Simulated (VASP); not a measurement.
Here is the system:

```
Li2Se
1.0
    0.00000     2.98545     2.98545
    2.98545     0.00000     2.98545
    2.98545     2.98545     0.00000
Li Se
2 1
Cartesian
  1.49273   1.49273   1.49273
  4.47818   4.47818   4.47818
  0.00000   0.00000   0.00000
```

The numbers are results of r2SCAN meta-GGA, VASP's PBE PAW potentials (set 64) (plane waves; VASP), not measurements. Settings: 600 eV cut-off, 6×6×6 Γ-centred mesh, Gaussian smearing of 0.050 eV, potentials Li_sv Se.

Energy and stress use the plane-wave basis of the starting cell.

### Question
The ions, cell shape and volume at an external pressure of 5.0 GPa are relaxed. Which structure does the run end with?

### Answer

```
Li2Se
1.0
    0.00000     2.87616     2.87616
    2.87616     0.00000     2.87616
    2.87616     2.87616     0.00000
Li Se
2 1
Direct
  0.25000   0.25000   0.25000
  0.75000   0.75000   0.75000
  0.00000   0.00000   0.00000
```
Space group Fm-3m (225), at a tolerance of 0.03 Å.

### Question
How do energy and volume change from the first to the last step?

### Answer
The energy (σ→0) changes by +27.7 meV/atom and the volume by -10.6 %, in 4 ionic steps.

The compound is Li2Se in the antifluorite structure. This run relaxes it under an external pressure of 5 GPa. Symmetry was kept, so distortions that lower it aren't found.
